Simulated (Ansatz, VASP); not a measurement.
# Cross-check of Co3SiSb2 between VASP and Ansatz

One calculation is typed for both programs; each brings its own data sets and cutoff. How far apart do they land? The cell is invented: As first built, before any earlier steps moved the atoms (in the runner's words): it takes the Y2Co3Si structure with some of its atoms replaced by other elements, volume scaled by an estimate. It may not be a known or stable phase. The cell is taken from a series of VASP runs on this material, whose earlier steps may have relaxed, scaled or displaced it; both programs get it as it stands.

Calculated with Ansatz 0.2.0; plane waves, with VASP 6.6.1 beside it; single point at LDA.

### 1. Set-up

The structure is triclinic, space group P1 (No. 1). Conventional cell: a = 4.794 Å, b = 4.794 Å, c = 4.794 Å, α = 66.23°, β = 66.23°, γ = 66.23°. Nearest to Sb lie 9 Co at 2.62 to 3.08 Å and 3 Sb at 2.99 to 3.09 Å and 3 Si at 3.00 to 3.07 Å. Nearest to Sb lie 9 Co at 2.66 to 3.12 Å and 3 Si at 2.98 to 3.11 Å and 3 Sb at 2.99 to 3.09 Å. Nearest to Co lie 2 Si at 2.38 to 2.41 Å and 4 Co at 2.59 to 2.65 Å and 2 Sb at 2.62 to 2.77 Å. Nearest to Co lie 2 Si at 2.38 to 2.41 Å and 4 Co at 2.59 to 2.65 Å and 4 Sb at 2.69 to 2.95 Å. Co has 2 Si at 2.38 to 2.41 Å and 4 Co at 2.61 to 2.63 Å and 2 Sb at 2.66 to 2.69 Å nearest. Si has 6 Co at 2.38 to 2.41 Å and 6 Sb at 2.98 to 3.11 Å nearest. As first built, before any earlier steps moved the atoms (in the runner's words): sites of the Y2Co3Si structure (space group 166) filled with other elements, volume scaled by an estimate. Farther neighbours are not listed.

### 2. Ansatz: single point, LDA

Ansatz runs on its default PAW (the set named soft_2) files.

With cell and atoms fixed, the geometry can't cause a difference; cores, projectors, grids and the points listed under the comparison can.

Contents of input.yaml:

```yaml
crystal:
  lattice:
    - [2.6191308504, 1.5121557737, 3.7194397073]
    - [-2.6191308504, 1.5121557737, 3.7194397073]
    - [0.0, -3.0243115473, 3.7194397073]
  atoms:
    - { symbol: Sb, position: [0.646768, 0.62283, 0.637296] }
    - { symbol: Sb, position: [0.371197, 0.350103, 0.380998] }
    - { symbol: Co, position: [-0.006176, 0.498157, 0.001091], spin: 2.0 }
    - { symbol: Co, position: [0.509843, 0.004261, -0.007393], spin: 2.0 }
    - { symbol: Co, position: [0.007156, -0.003096, 0.494741], spin: 2.0 }
    - { symbol: Si, position: [0.006974, -0.003054, -0.001745] }
hamiltonian:
  xc: lda
  pseudopotentials: { kind: paw }
magnetization:
  spin_polarized: true
kpoints:
  mp_grid: { grid: [5, 5, 5] }
scf:
  occupations: { method: fermi_dirac, width: 0.05 }
  n_extra_bands: 5
output:
  forces: true
  stress: true
  eigenvalues: true
```

Started as:

```
$ ansatz run input.yaml --threads 4 --pin off --max-ram 9216MiB --backend cpu --events-out ev --progress --plain --runs-dir out
```

Numbers of over 12 decimals in the logs are rounded to 6 here.

The log of the run:

```text
Warning: the band count 48 (scf.n_extra_bands) hosts the net moment |M| = 6.0000 μB (N_el = 85) but caps the reachable moment at 2·n_bands − N_el = 11.0000 μB, below the 55 bands that the automatic rule leaves for it — a moment growing past the seed, or the majority channel's smearing tail, pins there with fewer empty majority states than that count leaves; raise or omit scf.n_extra_bands unless the cap is intended
scf.n_extra_bands = 5 over 43 filled bands (N_el = 85.0): the run solves 48 bands
Engine: ansatz 0.2.0, aarch64-unknown-linux-gnu
Pseudopotentials: kind: paw
Pseudopotential: Sb, paw, valence charge 15, recommended cutoff 420 eV (normal), Sb.paw.azcp
Pseudopotential: Co, paw, valence charge 17, recommended cutoff 420 eV (normal), Co.paw.azcp
Pseudopotential: Si, paw, valence charge 4, recommended cutoff 420 eV (normal), Si.paw.azcp
Functional definition: SPW92
  exchange = slater_x
  correlation = pw_c
Crystal: 6 atoms, lattice volume = 88.386 Å³
Basis set: ecut = 420 eV, 1723 PW (Γ)
Bands: 48, of which v1, the nominal top of the filled ones, is band 43 counted from 1 (42 counted from 0)
Symmetry: 1 space group operations
Space group: P1 (ITA 1), of the structure as read, at distance tolerance 4.5e-5 Å
Magnetic group: BNS 1.1 (UNI 1), of the structure as read, at distance tolerance 4.5e-5 Å
k-points: 63 of 125 (time reversal used)
Non-local potential: Sb, projectors of the file, l = 0: 2, l = 1: 2, l = 2: 2, l = 3: 2
Non-local potential: Co, projectors of the file, l = 0: 3, l = 1: 2, l = 2: 3, l = 3: 1
Non-local potential: Si, projectors of the file, l = 0: 2, l = 1: 2, l = 2: 2
PAW form: soft (Blöchl's): semilocal exchange-correlation on the pseudo side does not see the compensation charge
PAW frozen core: Sb, regenerated for the run's functional, and the local potential with it (the file was generated under x = pbe(κ = 0.804, μ = 0.219515), c = pbe(β = 0.066725))
PAW frozen core: Co, regenerated for the run's functional, and the local potential with it (the file was generated under x = pbe(κ = 0.804, μ = 0.219515), c = pbe(β = 0.066725))
PAW frozen core: Si, regenerated for the run's functional, and the local potential with it (the file was generated under x = pbe(κ = 0.804, μ = 0.219515), c = pbe(β = 0.066725))
PAW one-centre angular grid: Sb, 590 points (default); XC on 64 Gauss nodes
PAW one-centre angular grid: Co, 590 points (default); XC on 64 Gauss nodes
PAW one-centre angular grid: Si, 110 points (default); XC on 64 Gauss nodes
Initial density: superposition of atomic densities (chi_scale 0.1, normalization cell)
Starting moments: Σ|m| = 6 μB on 3 of 6 sites
Initial wavefunctions: pseudopotential atomic-orbital guess
Functional: x = slater, c = lda
SCF iter   1: F=—  HF=-28462.010732 eV  |F-HF|=—  |Δ(HF+E_count)|=         —  Δρ=7.17e-2 (↑5.75e-2 ↓7.17e-2)  dr2=3.44e0  dr2_m=3.14e0  M=3.316 μB ∫|m|=3.552 μB  β_m=0.30  ethr=3.10e-3  ⟨swp⟩=5.9  Hψ=24596  notcnv=0
Mixer restart at iter 1: flushing history
preconditioner: auto → Kerker (q_TF=auto, 2.711 Å⁻¹)  [metal: Δε(μ)=0.002 eV  Ē_g=13.096 eV  σ=0.050 eV  W_gap=0.01  n_scr=26 (ndim 8)  ℏωp=30.8 eV  f_vac=0.000  D(μ)=9.00/eV (n_scr^D=118)]
spin=Collinear: Kerker preconditioning applied to the charge; magnetization (m = ρ↑ − ρ↓) channel mixes plain (no charge-response kernel on spin).
SCF iter   2: F=—  HF=-28464.470386 eV  |F-HF|=—  |Δ(HF+E_count)|=    2.46e0  Δρ=6.81e-2 (↑4.83e-2 ↓6.81e-2)  dr2=3.19e0  dr2_m=2.55e0  M=2.897 μB ∫|m|=3.143 μB  β_m=0.36  ethr=3.10e-3  ⟨swp⟩=2.0  Hψ=8314  notcnv=0
SCF iter   3: F=—  HF=-28468.527267 eV  |F-HF|=—  |Δ(HF+E_count)|=    4.06e0  Δρ=6.51e-2 (↑6.51e-2 ↓4.38e-2)  dr2=9.18e-1  dr2_m=2.26e0  M=0.968 μB ∫|m|=1.335 μB  β_m=0.28  ethr=3.10e-3  ⟨swp⟩=4.0  Hψ=10405  notcnv=0  defer=2
SCF iter   4: F=—  HF=-28467.669463 eV  |F-HF|=—  |Δ(HF+E_count)|=   8.58e-1  Δρ=3.15e-2 (↑3.15e-2 ↓1.73e-2)  dr2=2.53e-1  dr2_m=4.29e-1  M=0.448 μB ∫|m|=0.685 μB  β_m=0.63  ethr=1.08e-3  ⟨swp⟩=2.8  Hψ=10800  notcnv=0
SCF iter   5: F=—  HF=-28467.769659 eV  |F-HF|=—  |Δ(HF+E_count)|=   1.00e-1  Δρ=2.43e-2 (↑2.43e-2 ↓4.56e-3)  dr2=3.63e-1  dr2_m=1.09e-1  M=0.241 μB ∫|m|=0.363 μB  β_m=0.82  ethr=2.98e-4  ⟨swp⟩=3.1  Hψ=9614  notcnv=0
SCF iter   6: F=—  HF=-28467.996341 eV  |F-HF|=—  |Δ(HF+E_count)|=   2.27e-1  Δρ=1.51e-2 (↑1.51e-2 ↓8.64e-3)  dr2=3.91e-2  dr2_m=1.09e-1  M=0.251 μB ∫|m|=0.339 μB  β_m=0.91  ethr=2.98e-4  ⟨swp⟩=2.3  Hψ=9179  notcnv=0
SCF iter   7: F=—  HF=-28468.004899 eV  |F-HF|=—  |Δ(HF+E_count)|=   8.56e-3  Δρ=1.15e-2 (↑1.15e-2 ↓4.38e-3)  dr2=7.03e-2  dr2_m=4.12e-2  M=0.162 μB ∫|m|=0.214 μB  β_m=0.93  ethr=4.60e-5  ⟨swp⟩=2.0  Hψ=10363  notcnv=0
SCF iter   8: F=—  HF=-28468.005540 eV  |F-HF|=—  |Δ(HF+E_count)|=   6.41e-4  Δρ=8.40e-3 (↑8.40e-3 ↓3.92e-3)  dr2=4.38e-2  dr2_m=2.09e-2  M=0.116 μB ∫|m|=0.154 μB  β_m=0.80  ethr=4.60e-5  ⟨swp⟩=2.1  Hψ=12044  notcnv=0
SCF iter   9: F=—  HF=-28468.001325 eV  |F-HF|=—  |Δ(HF+E_count)|=   4.21e-3  Δρ=4.71e-3 (↑3.62e-3 ↓4.71e-3)  dr2=1.08e-3  dr2_m=1.39e-2  M=0.094 μB ∫|m|=0.123 μB  β_m=0.90  ethr=4.60e-5  ⟨swp⟩=2.1  Hψ=8814  notcnv=0
[...]
SCF iter  11: F=—  HF=-28468.001145 eV  |F-HF|=—  |Δ(HF+E_count)|=   5.60e-5  Δρ=1.37e-4 (↑1.04e-4 ↓1.37e-4)  dr2=4.54e-5  dr2_m=9.98e-7  M=0.001 μB ∫|m|=0.003 μB  β_m=0.96  ethr=1.27e-6  ⟨swp⟩=2.0  Hψ=8554  notcnv=0
SCF iter  12: F=—  HF=-28468.001160 eV  |F-HF|=—  |Δ(HF+E_count)|=   1.54e-5  Δρ=1.43e-4 (↑1.07e-4 ↓1.43e-4)  dr2=3.53e-5  dr2_m=9.18e-7  M=0.000 μB ∫|m|=0.002 μB  β_m=0.77  ethr=5.35e-8  ⟨swp⟩=2.0  Hψ=11337  notcnv=0
SCF iter  13: F=—  HF=-28468.001160 eV  |F-HF|=—  |Δ(HF+E_count)|=   8.38e-7  Δρ=6.88e-5 (↑4.64e-5 ↓6.88e-5)  dr2=5.69e-6  dr2_m=1.03e-6  M=0.000 μB ∫|m|=0.002 μB  β_m=0.86  ethr=4.15e-8  ⟨swp⟩=2.0  Hψ=7830  notcnv=0
SCF iter  14: F=—  HF=-28468.001159 eV  |F-HF|=—  |Δ(HF+E_count)|=   3.36e-7  Δρ=3.88e-5 (↑3.88e-5 ↓1.18e-5)  dr2=1.33e-6  dr2_m=2.70e-7  M=0.000 μB ∫|m|=0.001 μB  β_m=0.93  ethr=6.69e-9  ⟨swp⟩=2.0  Hψ=8190  notcnv=0
SCF iter  15: F=—  HF=-28468.001159 eV  |F-HF|=—  |Δ(HF+E_count)|=   1.87e-7  Δρ=2.33e-5 (↑2.33e-5 ↓5.72e-6)  dr2=5.20e-7  dr2_m=7.15e-8  M=-0.000 μB ∫|m|=0.001 μB  β_m=0.89  ethr=1.56e-9  ⟨swp⟩=2.1  Hψ=7753  notcnv=0
SCF iter  16: F=—  HF=-28468.001159 eV  |F-HF|=—  |Δ(HF+E_count)|=   3.81e-8  Δρ=2.62e-5 (↑2.00e-5 ↓2.62e-5)  dr2=1.23e-6  dr2_m=1.24e-8  M=0.000 μB ∫|m|=0.000 μB  β_m=0.76  ethr=6.11e-10  ⟨swp⟩=2.0  Hψ=11549  notcnv=0
SCF iter  17: F=—  HF=-28468.001159 eV  |F-HF|=—  |Δ(HF+E_count)|=   2.86e-8  Δρ=1.54e-5 (↑1.08e-5 ↓1.54e-5)  dr2=4.33e-7  dr2_m=5.00e-9  M=0.000 μB ∫|m|=0.000 μB  β_m=0.88  ethr=6.11e-10  ⟨swp⟩=2.0  Hψ=7685  notcnv=0
SCF iter  18: F=—  HF=-28468.001159 eV  |F-HF|=—  |Δ(HF+E_count)|=   9.33e-9  Δρ=7.74e-6 (↑7.55e-6 ↓7.74e-6)  dr2=1.31e-7  dr2_m=1.69e-9  M=-0.000 μB ∫|m|=0.000 μB  β_m=0.75  ethr=5.09e-10  ⟨swp⟩=2.0  Hψ=7590  notcnv=0
SCF iter  19: F=—  HF=-28468.001159 eV  |F-HF|=—  |Δ(HF+E_count)|=   9.84e-9  Δρ=1.69e-6 (↑1.69e-6 ↓1.16e-6)  dr2=4.35e-9  dr2_m=1.33e-10  M=-0.000 μB ∫|m|=0.000 μB  β_m=0.87  ethr=1.54e-10  ⟨swp⟩=2.0  Hψ=7772  notcnv=0
SCF iter  20: F=-28468.001159 eV  HF=-28468.001159 eV  |F-HF|=1.24e-9  |Δ(HF+E_count)|=  5.82e-10  Δρ=6.87e-7 (↑6.87e-7 ↓5.92e-7)  dr2=1.37e-9  dr2_m=1.42e-11  M=-0.000 μB ∫|m|=0.000 μB  ethr=5.12e-12  ⟨swp⟩=2.0  Hψ=15756  notcnv=0
SCF 1 converged in 20 iterations: F = -28468.001159 eV  dr2 = 1.37e-9
  greatest PAW one-centre occupation: 1.002 electrons in one spin orbital (limit 2), on the Co atom at site 2 (counted from 0), in its partial waves of l = 1
WARN: the starting moments were not kept: the SCF closed with an absolute magnetisation of 1.8e-5 μB, where they sum to 6 μB in size (3 sites). That is at most 0.1 of that sum. Measured as dr2_m measures the in/out step, that magnetisation stands 2.6e-10 eV from none, at or under the dr2_threshold of 1.0e-7 eV: it is no larger than a step whose dr2_m would equal this threshold. The system may hold no moment; this SCF [...]
SCF converged after 20 iterations
Magnetization: -0.0000 μB (42.5000 up, 42.5000 down)
Absolute magnetization: 0.0000 μB (∫|ρ↑−ρ↓|, with the PAW one-centre terms)
Spin contamination: 0.0000 ħ² per cell (⟨S²⟩ above its minimum at these occupations)
Per-site moments (μB) at R_I (Å): [(-1.505353558833063e-8, 1.080690), (-3.441784073630942e-8, 1.097605), (-6.634750438057033e-6, 0.983166), (-6.8574189178001045e-6, 0.981826), (2.7705816684248677e-6, 0.981888), (1.9866603681244553e-7, 0.981826)]
Free energy (F): -28468.001159 eV
Harris-Foulkes:  -28468.001159 eV  (|F-HF|=1.24e-9)
Internal energy: -28467.955390 eV  (E = F + TS)
E sigma→0 (E₀):  -28467.978275 eV
Entropy (-TS):   -0.045770 eV (-7.628 meV/atom)
Fermi energy:    15.882444 eV
--- Per-component energies (eV) ---
  E_band       = -971.864968
  E_kinetic    = 1830.556543
  E_local      = -12815.637844  (includes V_loc(G=0)·N_el)
  E_nonlocal   = 2154.986144
  E_hartree    = 5600.109312
  E_xc         = -806.265958
  E_vxc        = -859.443398  (∫ρ·V_xc dr)
  E_paw        = -13708.800976  (= ΣΔE_a)
  E_vpaw       = -2482.541371  (= ΣTr[D̂ρ^β])
  E_aug_tail   = 0.000062  (compensation charges beyond the density's cutoff)
  E_ewald      = -10725.359402
  E_core_change = 2.456730  (= ΣΔE_core)
  E_smearing   = -0.045770  (= −TS)
  E_closure    = 0.000000  (closes the sum)
  Σ components = -28468.001159   (vs F -28468.001159, Δ=0.00e0)
--- Forces (eV/Å), atoms counted from 1 ---
  atom   1  Sb    -0.08655863    -0.11611294    -0.00768677
  atom   2  Sb     0.00084355     0.23884209    -0.05296861
  atom   3  Co     0.04392304    -0.09186515     0.14250654
  atom   4  Co    -0.21296665     0.10605260    -0.03918275
  atom   5  Co     0.12869138    -0.05153946     0.00054662
  atom   6  Si     0.12606586    -0.08537739    -0.04321531
  max |Σ_I F_I| component: 1.45e-6 eV/Å
--- Stress (GPa, compression-positive) ---
       -8.038271      -0.031357       0.257257
       -0.031357      -8.855893       0.762478
        0.257256       0.762478     -10.414490
  P = ⅓ Tr σ = -9.1029 GPa (-91.029 kbar)
--- Band table (eV; the first three rows and the last of 126) ---
  k-point 0 ↑: bands = [... 39 lower, 15.3598, 15.4190, 15.4235, 15.8004, 16.2588, 16.7714, 16.8507, 17.3540, ... 1 higher]
  k-point 1 ↑: bands = [... 39 lower, 15.3521, 15.4362, 15.5682, 15.8355, 15.8606, 16.5369, 16.6112, 17.4716, ... 1 higher]
  k-point 2 ↑: bands = [... 39 lower, 15.3984, 15.4929, 15.5340, 15.7074, 16.1733, 16.5147, 16.9051, 17.9261, ... 1 higher]
  k-point 62 ↓: bands = [... 39 lower, 15.2156, 15.4199, 15.7574, 15.8529, 16.2285, 17.0002, 17.6914, 18.3928, ... 1 higher]
```

Wall time 29 s (4 threads of Arm Neoverse V2, shared host); peak memory 0.68 GiB; 1.8 min of CPU time.

The run ends at a pressure of -9.10 GPa, with forces up to 0.24 eV/Å.

(Part 1 of 2 ends here.)

[Lines on the potential files, build, host, timing and source positions are cut from VASP's logs without a mark.]

[Logs are printed without paths, hosts, clocks, repeated set-up lines and the standing remarks that a program may print on its own settings, such as how far it seeks lower states.]

[Hosts, paths, dates, database ids (printed as entryN), source tags and the programs' standing remarks are cut or masked in the printed files.]
